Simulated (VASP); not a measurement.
# A VASP study of SnSe2 (r2SCAN + rVV10): structure first, properties next

What structure and properties does r2SCAN + rVV10 give SnSe2, and how near are they to the measured ones? The steps: relaxing cell and atoms (r2SCAN + rVV10), second relaxation, single point with fields (r2SCAN + rVV10), bands along the symmetry lines (r2SCAN + rVV10), density of states (r2SCAN + rVV10), vibrations at Γ (r2SCAN + rVV10), optical spectrum (r2SCAN + rVV10), bands along the symmetry lines (r2SCAN + rVV10 + SOC), bands along the symmetry lines (HSE06) and bands along the symmetry lines (TB-mBJ). The start is a cell from a database of measured crystal structures.

Calculated with VASP 6.6.1; r2SCAN with rVV10; plane waves and PAW (Sn_d, Se), in the first sound run; inputs show where later runs differ.

The experiments to compare with:

For SnSe2, hexagonal layered (undoped polycrystalline, melt reaction and annealing), “Metallic conduction induced by direct anion site doping in layered SnSe2” (2016, pmc:4726434) gives, by powder X-ray diffraction: lattice constant a (a, undoped sample A) 3.81043 ± 0.00035 Å; lattice constant c (c, undoped sample A) 6.13279 ± 0.00037 Å.

For SnSe2, H1 hexagonal (CdI2-type, 1T) (commercial single crystal, neon medium, low pressure (value not stated), 300 K), “Unusual pressure-induced periodic lattice distortion in SnSe2” (2018, arxiv:1807.04993) gives, by Raman in diamond anvil cell, 488 nm excitation: Raman mode (Eg, approximate position in the low-pressure spectrum) about 120 cm⁻¹ [Rounded position in the low-pressure spectrum; exact pressure not stated, may not be …]; Raman mode (A1g, approximate position in the low-pressure spectrum) about 190 cm⁻¹ [Rounded position in the low-pressure spectrum; exact pressure not stated, may not be …].

Report form: the programs' logs are mostly left out.

## 1. The structure

Before any relaxation, the start is as follows. The structure is trigonal, space group P-3m1 (No. 164). The conventional cell has a = 3.811 Å, b = 3.811 Å, c = 6.136 Å, α = 90.00°, β = 90.00°, γ = 120.00°. Nearest to Sn lie 6 Se at 2.68 Å. Nearest to Se lie 3 Sn at 2.68 Å. Farther neighbours and most contacts between anions are not listed.

Coordinates:

```xyz
3
Lattice="3.8110 0.0000 0.0000 -1.9055 3.3004 0.0000 0.0000 0.0000 6.1360" Properties=species:S:1:pos:R:3 pbc="T T T"
Sn    0.0000    0.0000    0.0000
Se    0.0000    2.2003    1.5279
Se    1.9055    1.1001    4.6081
```

## 2. Relaxing cell and atoms (r2SCAN + rVV10)

The start need not lie at this functional's minimum. ISIF = 3 frees volume, shape and positions, and EDIFFG sets the threshold on forces and stress at which the search stops. r2SCAN adds the kinetic-energy density, costs more than a GGA and is run with LASPH. LUSE_VDW switches on a nonlocal correlation term for dispersion.

Contents of INCAR:

```
SYSTEM = SnSe2
PREC = Accurate
ENCUT = 400
EDIFF = 1E-06
NELM = 100
ISMEAR = 0
SIGMA = 0.05
LREAL = .FALSE.
ALGO = Normal
METAGGA = R2SCAN
LUSE_VDW = .TRUE.
IVDW_NL = 2
BPARAM = 11.95
CPARAM = 0.0093
LASPH = .TRUE.
NBANDS = 19
LORBIT = 11
LWAVE = .FALSE.
LCHARG = .FALSE.
KPAR = 2
IBRION = 2
NSW = 60
ISIF = 3
EDIFFG = -0.01
```

Contents of POSCAR:

```
SnSe2
1.0
    3.8110000000      0.0000000000      0.0000000000
   -1.9055000000      3.3004228138      0.0000000000
    0.0000000000      0.0000000000      6.1360000000
Sn Se
1 2
Direct
    0.0000000000      0.0000000000      0.0000000000
    0.3333333333      0.6666666667      0.2490000000
    0.6666666667      0.3333333333      0.7510000000
```

Contents of KPOINTS:

```
Automatic mesh
0
Gamma
7 7 4
0 0 0
```

The projector-augmented-wave data sets are Sn_d and Se (PBE family, release 64).

Command:

```bash
mpirun -np 2 vasp_std
```

It took 7.4 min on 2 MPI ranks of Intel Xeon 6975P-C (Granite Rapids), shared host; peak memory 0.6 GiB; 14 min of CPU time.

The gap is read on the k-mesh alone, so it is an upper bound where the band edges lie off the mesh. The PAW data sets were made with PBE, which is usual practice but a small mismatch for other functionals. The run keeps the 12 symmetry operations of its start, so it cannot find a distortion of lower symmetry.

Relaxation path:

| step | energy less that of the first step (eV) | largest force (eV/Å) | pressure (GPa) | volume (Å³) |
| --- | --- | --- | --- | --- |
| 1 | 0.0000 | 0.5787 | 2.86 | 77.18 |
| 2 | -0.0038 | 0.3640 | -2.71 | 82.42 |
| 3 | -0.0321 | 0.0681 | -0.24 | 79.81 |
| 4 | -0.0321 | 0.0776 | -0.17 | 79.76 |
| 5 | -0.0336 | 0.0381 | -0.06 | 79.49 |
| 6 | -0.0338 | 0.0149 | 0.01 | 79.34 |
| 7 | -0.0338 | 0.0168 | 0.01 | 79.35 |
| 8 | -0.0338 | 0.0090 | -0.03 | 79.35 |
| 9 | -0.0339 | 0.0042 | -0.10 | 79.36 |
| 10 | -0.0339 | 0.0037 | -0.08 | 79.34 |
| 11 | -0.0339 | 0.0034 | -0.06 | 79.30 |
| 12 | -0.0339 | 0.0030 | -0.04 | 79.20 |
| 13 | -0.0340 | 0.0020 | 0.01 | 79.01 |

| conventional cell, symmetrised | before | after | change |
| --- | --- | --- | --- |
| a (Å) | 3.811 | 3.829 | +0.5 % |
| b (Å) | 3.811 | 3.829 | +0.5 % |
| c (Å) | 6.136 | 6.221 | +1.4 % |
| volume (Å³/atom) | 25.73 | 26.34 | +2.4 % |

The atoms that moved most (Å, as changes of fractional coordinates times the final cell):

| atom | dx | dy | dz | length |
| --- | --- | --- | --- | --- |
| Se2 | 0.000 | 0.000 | 0.028 | 0.028 |
| Se3 | 0.000 | 0.000 | -0.028 | 0.028 |

Final coordinates:

```cif
data_structure
_symmetry_space_group_name_H-M 'P 1'
_symmetry_Int_Tables_number 1
_cell_length_a 3.8293
_cell_length_b 3.8293
_cell_length_c 6.2213
_cell_angle_alpha 90.000
_cell_angle_beta 90.000
_cell_angle_gamma 120.000
_cell_volume 79.01
loop_
_atom_site_label
_atom_site_type_symbol
_atom_site_fract_x
_atom_site_fract_y
_atom_site_fract_z
_atom_site_occupancy
Sn1 Sn 0.00000 0.00000 0.00000 1
Se2 Se 0.33333 0.66667 0.25353 1
Se3 Se 0.66667 0.33333 0.74647 1
```

This step gave:

| Property | Result |
| --- | --- |
| electrons | 26 |
| bands | 19 |
| irreducible k-points | 28 |
| symmetry operations | 12 |
| free energy (TOTEN) | -53.9704 eV |
| Fermi energy | 3.866 eV |
| pressure | 0.01120 GPa |
| metallic | no |
| valence top at k | 0.1429, 0, 0.25 |
| conduction bottom at k | 0, 0.4286, 0.25 |
| least direct gap at k | 0, 0.4286, 0.25 |
| SCF cycles over all ionic steps | 84 |
| gap on the k-mesh | 1.034 eV |
| least direct gap on the k-mesh | 1.459 eV |

It ends with a largest force of 0.002 eV/Å and a pressure of 0.01 GPa. The volume lies +2.4 % from that of the database's start.

## 3. Second relaxation

The basis stayed that of the start cell while the cell moved. A rerun from the cell reached resets it; the error of the finite cutoff stays.

INCAR is that of step 2.

Contents of POSCAR:

```
SnSe2
1.0
    3.8293282261      0.0000000000      0.0000000000
   -1.9146641130      3.3162955232      0.0000000000
    0.0000000000      0.0000000000      6.2212929374
Sn Se
1 2
Direct
    0.0000000000      0.0000000000      0.0000000000
    0.3333333333      0.6666666667      0.2535250628
    0.6666666667      0.3333333333      0.7464749372
```

KPOINTS is that of step 2.

Command:

```bash
mpirun -np 2 vasp_std
```

Run time: 64 s. Hardware: 2 MPI ranks; peak memory 0.62 GiB; 1.7 min of CPU time.

Little changed from the start: no atom moved by 0.005 Å and no cell edge by 0.1 %.

This step gave:

| Quantity | Value |
| --- | --- |
| free energy (TOTEN) | -53.9713 eV |
| pressure | 0.02173 GPa |
| SCF cycles over all ionic steps | 13 |

It ends with a largest force of 0.002 eV/Å and a pressure of 0.02 GPa. The volume moved by under 0.01 %: the run met its threshold at the first step.

## 4. Single point with fields (r2SCAN + rVV10)

The relaxed cell gets a fresh self-consistent run, on a basis set for its own volume, to fix the density and to check the remaining stress.

Edit INCAR of step 3 so:

```diff
@@ -18,7 +18,5 @@
 LWAVE = .FALSE.
-LCHARG = .FALSE.
-KPAR = 2
-IBRION = 2
-NSW = 60
-ISIF = 3
-EDIFFG = -0.01
+LCHARG = .TRUE.
+ISIF = 2
+LELF = .TRUE.
+LVHAR = .TRUE.
```

POSCAR is that of step 3.

KPOINTS is that of step 3.

Command:

```bash
mpirun -np 2 vasp_std
```

Wall time 48 s (2 MPI ranks); peak memory 0.46 GiB.

This step gave:

- SCF cycles: 13
- bands: 20
- Fermi energy: 3.851 eV
- pressure: 0.02205 GPa

Valence electrons inside each PAW sphere by angular momentum. Sphere charges, by row:

| atom | s (e) | p (e) | d (e) | tot (e) |
| --- | --- | --- | --- | --- |
| Sn1 | 1.019 | 1.047 | 10.1 | 12.17 |
| Se2 | 1.48 | 2.352 | 0.028 | 3.86 |
| Se3 | 1.48 | 2.352 | 0.028 | 3.86 |

ELF in the ac plane at fractional y = 0.000, with atoms of Sn within 0.2 Å of it. It is the smooth field of the valence electrons, not physical close to the nuclei.

Ten even steps from '0' (0.01) to '9' (0.77), each cell a mean:
```
00243322233420
12444444444432
34445677765444
33346888876433
22357999986432
11247999986421
00147999986310
00135899975200
00013567653100
00001122210000
00000000000000
00000111110000
00012455432000
00025789874200
00136899986310
01247999986311
22357999987422
33357889886433
44445777765444
23444555554442
01343322233420
30243211123310
```
Columns run along a (3.8 Å), rows up along c (6.2 Å). Atoms in or near the plane, at fractional coordinates: Sn at (0.00, 0.00).

Electrostatic potential energy in the ac plane at fractional y = 0.000, with atoms of Sn within 0.2 Å of it. With pseudopotentials it is smooth inside the atoms' cores, unlike the true potential.

Values in eV, 22 rows by 14 columns, each cell a mean:
```
-90 -88 -63 -29  -6   0   2   3   2  -1 -10 -39 -74 -89
-79 -70 -44 -17  -3   0   2   2   2   0  -5 -24 -54 -73
-40 -33 -17  -5  -1   1   1   1   1   0  -1  -7 -22 -35
-11  -8  -3  -1   1   1   0   0   0   1   0  -1  -4  -9
 -1   0   1   2   1   0  -1  -1  -1   0   2   1   0   0
  2   3   3   3   2   0  -1  -1  -1   1   2   3   3   3
  4   4   4   4   3   1   0  -1   0   2   3   4   4   4
  5   5   5   4   4   3   2   2   2   3   4   5   5   5
  5   5   5   5   5   4   4   4   4   4   5   5   5   5
  6   6   5   5   5   5   5   5   5   5   5   5   6   6
  6   6   6   6   5   5   5   5   5   5   5   6   6   6
  6   6   6   5   5   5   5   5   5   5   5   5   6   6
  5   5   5   5   5   5   4   4   4   5   5   5   5   5
  5   5   5   5   4   3   3   2   3   4   4   5   5   5
  4   4   4   4   3   2   0   0   1   2   3   4   4   4
  3   3   3   3   2   0  -1  -1  -1   1   3   3   3   3
  0   1   2   2   2   0  -1  -2  -1   1   2   2   1   1
 -5  -4  -1   0   1   0  -1  -1   0   1   1   0  -2  -4
-30 -24 -11  -3   0   1   1   1   1   1  -1  -5 -16 -26
-66 -57 -34 -12  -2   1   2   2   2   0  -3 -18 -43 -60
-90 -86 -59 -27  -5   0   2   3   2  -1  -9 -36 -70 -88
-90 -90 -69 -33  -7   0   2   3   2  -2 -13 -44 -80 -90
```
Columns run along a (3.8 Å; values clipped at the 3rd and 97th percentile), rows up along c (6.2 Å). Atoms in or near the plane, at fractional coordinates: Sn at (0.00, 0.00).

Valence density in the ac plane at fractional y = 0.000, with atoms of Sn within 0.2 Å of it. It is the smooth field of the valence electrons, not physical close to the nuclei.

Ten steps, logarithmic in the rise over the least value, from '_' (0 e/Å³) to '@' (12 e/Å³), each cell a mean:
```
@@%%##==::........::--++##@@
%%##++--::::......::::==**##
++==--::::::::::::::::::==++
::::::::::::::::::::::::::::
........::::::::::::::......
____....::::::::::::......__
______....::::::::::....____
________......::......______
__________..........________
____________________________
____________________________
____________________________
____________......__________
________..............______
______....::::::::....______
____......::::::::::....____
........::::::::::::::......
::::::::::::::::::::::::::::
====--::::::::::::::::::--==
##**++--::::......::::--++**
@@%%**==::........::::++##%%
@@@@##==::........::--++%%@@
```
Columns run along a (3.8 Å), rows up along c (6.2 Å). Atoms in or near the plane, at fractional coordinates: Sn at (0.00, 0.00).

In this run the pressure is 0.02 GPa, small enough to go on.

## 5. Bands along the symmetry lines (r2SCAN + rVV10)

The mesh alone shows little of the dispersion and can miss band extrema, so KPOINTS_OPT adds a path through the symmetry points after the self-consistent cycle.

Edit INCAR of step 4 so:

```diff
@@ -15,8 +15,6 @@
 LASPH = .TRUE.
-NBANDS = 19
+NBANDS = 26
 LORBIT = 11
 LWAVE = .FALSE.
-LCHARG = .TRUE.
-ISIF = 2
-LELF = .TRUE.
-LVHAR = .TRUE.
+LCHARG = .FALSE.
+KPAR = 2
```

POSCAR is that of step 4.

KPOINTS is that of step 4.

Contents of KPOINTS_OPT:

```
Line mode
16
Line-mode
Reciprocal
  0.00000000   0.00000000   0.00000000 GAMMA
  0.50000000   0.00000000   0.00000000 M

  0.50000000   0.00000000   0.00000000 M
  0.33333333   0.33333333   0.00000000 K

  0.33333333   0.33333333   0.00000000 K
  0.00000000   0.00000000   0.00000000 GAMMA

  0.00000000   0.00000000   0.00000000 GAMMA
  0.00000000   0.00000000   0.50000000 A

  0.00000000   0.00000000   0.50000000 A
  0.50000000   0.00000000   0.50000000 L

  0.50000000   0.00000000   0.50000000 L
  0.33333333   0.33333333   0.50000000 H

  0.33333333   0.33333333   0.50000000 H
  0.00000000   0.00000000   0.50000000 A

  0.50000000   0.00000000   0.50000000 L
  0.50000000   0.00000000   0.00000000 M

  0.33333333   0.33333333   0.00000000 K
  0.33333333   0.33333333   0.50000000 H
```

Command:

```bash
mpirun -np 2 vasp_std
```

Run time: 2.4 min. Hardware: 2 MPI ranks; peak memory 0.63 GiB; 4.6 min of CPU time.

Spin-orbit coupling is off here; with elements this heavy it splits and shifts levels by tenths of an eV or more.

Numbers from this step:

* bands: 26
* Fermi energy: 3.913 eV
* pressure: 0.02210 GPa
* least gap on mesh and path: 0.9209 eV
* least direct gap on mesh and path: 1.459 eV
* valence top at k: 0.08889, 0.08889, 0
* conduction bottom at k: 0.5, 0, 0.3333

Electronic bands along the path, in eV, zero at the valence-band top; v1 is the highest filled band, c1 the lowest empty one:

| point | v4 | v3 | v2 | v1 | c1 | c2 | c3 | c4 |
| --- | --- | --- | --- | --- | --- | --- | --- | --- |
| Γ | -0.60 | -0.32 | -0.32 | -0.11 | 1.37 | 3.52 | 5.03 | 5.03 |
| 0.47 of the way | -2.16 | -1.78 | -0.21 | -0.09 | 2.32 | 4.33 | 5.68 | 5.92 |
| M | -2.95 | -2.56 | -1.26 | -0.29 | 1.38 | 4.21 | 5.73 | 5.78 |
| 0.47 of the way | -3.14 | -2.89 | -1.27 | -1.18 | 1.65 | 5.52 | 5.68 | 6.68 |
| K | -3.61 | -3.31 | -1.58 | -1.58 | 1.47 | 6.85 | 6.85 | 7.57 |
| 0.53 of the way | -3.15 | -1.25 | -1.09 | -0.13 | 2.43 | 5.31 | 5.31 | 6.00 |
| Γ | -0.60 | -0.32 | -0.32 | -0.11 | 1.37 | 3.52 | 5.03 | 5.03 |
| 0.47 of the way | -0.66 | -0.66 | -0.24 | -0.24 | 2.16 | 3.52 | 4.91 | 4.91 |
| A | -0.70 | -0.70 | -0.16 | -0.16 | 2.79 | 3.46 | 4.76 | 4.76 |
| 0.53 of the way | -1.83 | -1.79 | -1.40 | -0.43 | 1.81 | 4.96 | 6.11 | 6.13 |
| L | -2.37 | -2.01 | -0.84 | -0.69 | 0.98 | 4.58 | 5.14 | 6.27 |
| 0.53 of the way | -3.55 | -2.82 | -0.62 | -0.45 | 1.98 | 4.93 | 5.50 | 6.11 |
| H | -4.15 | -3.70 | -0.41 | -0.41 | 2.60 | 4.99 | 4.99 | 6.47 |
| 0.53 of the way | -2.56 | -1.83 | -0.96 | -0.77 | 2.41 | 4.92 | 6.21 | 6.23 |
| A | -0.70 | -0.70 | -0.16 | -0.16 | 2.79 | 3.46 | 4.76 | 4.76 |
| jump to L | -2.37 | -2.01 | -0.84 | -0.69 | 0.98 | 4.58 | 5.14 | 6.27 |
| 0.53 of the way | -2.61 | -2.48 | -0.89 | -0.47 | 1.03 | 4.40 | 5.98 | 6.09 |
| M | -2.95 | -2.56 | -1.26 | -0.29 | 1.38 | 4.21 | 5.73 | 5.78 |
| jump to K | -3.61 | -3.31 | -1.58 | -1.58 | 1.47 | 6.85 | 6.85 | 7.57 |
| 0.47 of the way | -3.89 | -3.50 | -1.04 | -1.04 | 1.94 | 5.93 | 5.93 | 7.10 |
| H | -4.15 | -3.70 | -0.41 | -0.41 | 2.60 | 4.99 | 4.99 | 6.47 |

Of the projections kept (Sn, Se), the largest for each band there; the rest of the weight can lie on other orbitals:

| point | v4 | v3 | v2 | v1 | c1 | c2 | c3 | c4 |
| --- | --- | --- | --- | --- | --- | --- | --- | --- |
| Γ | Se 0.79 | Se 0.92 | Se 0.92 | Se 0.88 | Se 0.56 | Sn 0.59 | Sn 0.72 | Sn 0.72 |
| M | Se 0.77 | Se 0.69 | Se 0.87 | Se 0.92 | Se 0.58 | Sn 0.58 | Sn 0.60 | Se 0.65 |
| K | Se 0.68 | Se 0.64 | Se 0.92 | Se 0.92 | Se 0.58 | Se 0.59 | Se 0.59 | Sn 0.52 |
| Γ | Se 0.79 | Se 0.92 | Se 0.92 | Se 0.88 | Se 0.56 | Sn 0.59 | Sn 0.72 | Sn 0.72 |
| A | Se 0.80 | Se 0.80 | Se 0.91 | Se 0.91 | Se 0.59 | Sn 0.65 | Sn 0.74 | Sn 0.74 |
| L | Se 0.67 | Se 0.74 | Se 0.90 | Se 0.93 | Se 0.56 | Se 0.66 | Sn 0.64 | Sn 0.50 |

The path lowers the gap by 0.11 eV against the mesh alone, so a band edge lies off the mesh.

## 6. Density of states (r2SCAN + rVV10)

A density of states needs more k-points than a total energy; ISMEAR = -5 takes tetrahedra, and LORBIT projects the states on the PAW spheres. The mesh is finer than in the run before.

Edit INCAR of step 5 so:

```diff
@@ -5,3 +5,3 @@
 NELM = 100
-ISMEAR = 0
+ISMEAR = -5
 SIGMA = 0.05
@@ -20 +20,2 @@
 KPAR = 2
+NEDOS = 2001
```

POSCAR is that of step 5.

Contents of KPOINTS:

```
Automatic mesh
0
Gamma
10 10 6
0 0 0
```

Command:

```bash
mpirun -np 2 vasp_std
```

Wall time 1.7 min (2 MPI ranks); peak memory 0.72 GiB.

Numbers from this step:

| Item | Value |
| --- | --- |
| irreducible k-points | 72 |
| free energy (TOTEN) | -53.9745 eV |
| Fermi energy | 3.639 eV |
| pressure | 0.01250 GPa |
| valence top at k | 0.1, 0.1, 0 |
| least direct gap at k | 0, 0, 0 |
| gap on the k-mesh | 0.9260 eV |
| least direct gap on the k-mesh | 1.480 eV |

The density of states has structure finer than the step of the table below, so its rows give means over 1 eV, whole bins alone (the curve runs from -12.0 to 8.88 eV). Peaks (eV: height): total -0.4: 5.00, 5.0: 3.44, 5.7: 4.47, 7.2: 3.29; Se p -2.5: 1.01, -0.4: 2.79, 2.3: 0.762, 5.7: 0.670; Sn p -2.5: 0.396, 5.0: 0.968, 5.7: 1.35, 7.2: 0.426; Sn s -7.2: 1.39, 2.3: 0.469; Sn d -0.4: 0.185, 7.2: 0.200, 8.6: 0.235.

States under -12.0 eV and over 8.9 eV are left out. Density of states against energy, zero at the valence-band top; means over each step; values in states/eV/cell:

| energy (eV) | total | Se p | Sn p | Sn s | Sn d | Se s | Se d |
| --- | --- | --- | --- | --- | --- | --- | --- |
| -8 | 0 | 0 | 0 | 0 | 0 | 0 | 0 |
| -7 | 1.24 | 0.172 | 0.00192 | 0.565 | 0.00365 | 0.0854 | 0.00923 |
| -6 | 0.730 | 0.106 | 9.1e-4 | 0.270 | 0.00197 | 0.122 | 0.00285 |
| -5 | 0.238 | 0.0686 | 0.0344 | 0.0103 | 6.7e-4 | 0.0110 | 6.8e-4 |
| -4 | 1.47 | 0.476 | 0.237 | 0.00245 | 0.0107 | 0.0258 | 0.00691 |
| -3 | 2.10 | 0.773 | 0.317 | 0.0103 | 0.0164 | 0.0312 | 0.0115 |
| -2 | 1.87 | 0.779 | 0.237 | 0.00820 | 0.0202 | 0.0246 | 0.00978 |
| -1 | 2.94 | 1.50 | 0.113 | 0.0120 | 0.0856 | 0.0192 | 0.00929 |
| 0 | 1.42 | 0.810 | 0.0145 | 0.00153 | 0.0514 | 0.00447 | 0.00260 |
| 1 | 0.271 | 0.0852 | 0.00365 | 0.0645 | 0.00453 | 0.00359 | 0.00525 |
| 2 | 1.56 | 0.567 | 0.0298 | 0.365 | 0.0166 | 0.0170 | 0.0248 |
| 3 | 0.174 | 0.0662 | 0.00444 | 0.0417 | 0.00221 | 0.00498 | 0.00202 |
| 4 | 0.300 | 0.0278 | 0.0858 | 0.00167 | 0.00113 | 0.0269 | 0.0120 |
| 5 | 2.08 | 0.279 | 0.589 | 0.00906 | 0.00945 | 0.103 | 0.107 |
| 6 | 3.00 | 0.501 | 0.855 | 0.00518 | 0.0453 | 0.0544 | 0.189 |
| 7 | 2.21 | 0.346 | 0.320 | 0.00816 | 0.126 | 0.0126 | 0.183 |
| 8 | 0.655 | 0.0481 | 0.0213 | 0.00228 | 0.0568 | 0.00230 | 0.0715 |

The gap on this mesh is 0.93 eV. In the top eV of the valence band the largest shares in the PAW spheres are Se p 55 %; in the lowest eV of the conduction band, Se p 34 % and Sn s 23 %. The rest lies in smaller channels or between the spheres.

## 7. Vibrations at Γ (r2SCAN + rVV10)

Zone-centre modes test whether the atoms sit at a minimum within this cell. IBRION = 6 takes the force constants from differences of forces between displaced cells, so the forces must be tight.

Contents of INCAR:

```
SYSTEM = SnSe2
PREC = Accurate
ENCUT = 400
EDIFF = 1E-08
NELM = 100
ISMEAR = 0
SIGMA = 0.05
LREAL = .FALSE.
ALGO = Normal
METAGGA = R2SCAN
LUSE_VDW = .TRUE.
IVDW_NL = 2
BPARAM = 11.95
CPARAM = 0.0093
LASPH = .TRUE.
NBANDS = 19
LORBIT = 11
LWAVE = .FALSE.
LCHARG = .FALSE.
KPAR = 2
IBRION = 6
NFREE = 2
POTIM = 0.015
ISIF = 2
NSW = 1
```

POSCAR is that of step 6.

Contents of KPOINTS:

```
Automatic mesh
0
Gamma
13 13 7
0 0 0
```

Command:

```bash
mpirun -np 2 vasp_std
```

The job ended after 28 min (2 MPI ranks; peak memory 1.9 GiB; 56 min of CPU time).

The last energy, forces, stress and levels in OUTCAR belong to the last displaced cell, not to the cell of POSCAR.

Numbers from this step:

- bands: 19
- irreducible k-points: 126
- pressure of the cell: 0.01250 GPa
- largest force of the cell: 0.001685 eV/Å

Transverse limit, no LO-TO splitting. The modes at Γ (shares of kinetic energy by element, %):

| mode | frequency (cm⁻¹) | symmetry | Sn % | Se % |
| --- | --- | --- | --- | --- |
| 1 | -0.4 | acoustic | 43 | 57 |
| 2 | -0.4 | acoustic | 43 | 57 |
| 3 | -0.3 | acoustic | 43 | 57 |
| 4 | 122.8 | Eg | 0 | 100 |
| 5 | 122.8 | Eg | 0 | 100 |
| 6 | 147.9 | Eu | 57 | 43 |
| 7 | 147.9 | Eu | 57 | 43 |
| 8 | 189.9 | A1g | 0 | 100 |
| 9 | 250.0 | A2u | 57 | 43 |

Displacements in mode 5 (122.8 cm⁻¹), the largest set to 1:
```
Sn1  0.00  0.00  0.00
Se2  1.00  0.55  0.00
Se3 -1.00 -0.55  0.00
```

Displacements in mode 9 (250.0 cm⁻¹), the largest set to 1:
```
Sn1  0.00  0.00 -1.00
Se2  0.00  0.00  0.75
Se3  0.00  0.00  0.75
```

The three acoustic modes lie within 0.4 cm⁻¹ of zero, and all others are real. By the characters of their eigenvectors the optical modes sort into (cm⁻¹) Raman active: Eg 123, A1g 190; infrared active: Eu 148, A2u 250. With a centre of inversion no mode is active in both.

[end of part 1 of 2]

[Lines on the potential files, build, host, timing and source positions are cut from VASP's logs without a mark.]

[Logs are printed without paths, hosts, clocks, repeated set-up lines and the standing remarks that a program may print on its own settings, such as how far it seeks lower states.]

[Hosts, paths, dates, database ids (printed as entryN), source tags and the programs' standing remarks are cut or masked in the printed files.]

[A measured line is paired with the nearest computed mode of its activity, which favours agreement.]
